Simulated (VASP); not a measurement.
All values below come from PBE GGA, VASP's PBE PAW potentials (set 64) (plane waves; VASP).

Input for VASP

**INCAR**
```
LORBIT = 11   # lm-projected
SYSTEM = PtS
LASPH = .TRUE.   # aspherical one-centre terms
LWAVE = .FALSE.
LREAL = .FALSE.   # projection in real space or not
ISIF = 2
ALGO = Normal   # blocked Davidson
LCHARG = .TRUE.
EDIFF = 1E-7   # SCF stop (eV)
NELM = 100
GGA = PE   # PBE
NEDOS = 601
ENCUT = 400
ISMEAR = -5
LMAXMIX = 6   # l cut-off of mixed one-centre charges
PREC = Accurate
```

### POSCAR
```
PtS
1.0
  0.0000000000   2.5235956241   2.5235956241
  2.5235956241   0.0000000000   2.5235956241
  2.5235956241   2.5235956241   0.0000000000
Pt S
1 1
Cartesian
  0.0000000000   0.0000000000   0.0000000000
  2.5235956241   2.5235956241   2.5235956241
```

File KPOINTS:
```
Automatic mesh
0
Gamma
14 14 14
0 0 0
```

POTCAR, in this order: Pt S (PBE.64 set). Program: vasp_std.

Question: What will the output report for the number of irreducible k-points (NKPTS), number of bands (NBANDS), largest plane-wave count, number of space-group operations, FFT grid (NGX, NGY, NGZ)?

Answer: 
* **number of irreducible k-points (NKPTS)**: 104
* **number of bands (NBANDS)**: 12
* **largest plane-wave count**: 595
* **number of space-group operations**: 48
* **FFT grid (NGX, NGY, NGZ)**: 24 × 24 × 24

The structure was generated: PtS was put into the rock salt type (Fm-3m), which need not be its known phase. It was relaxed first, which changed the volume by -9 %.
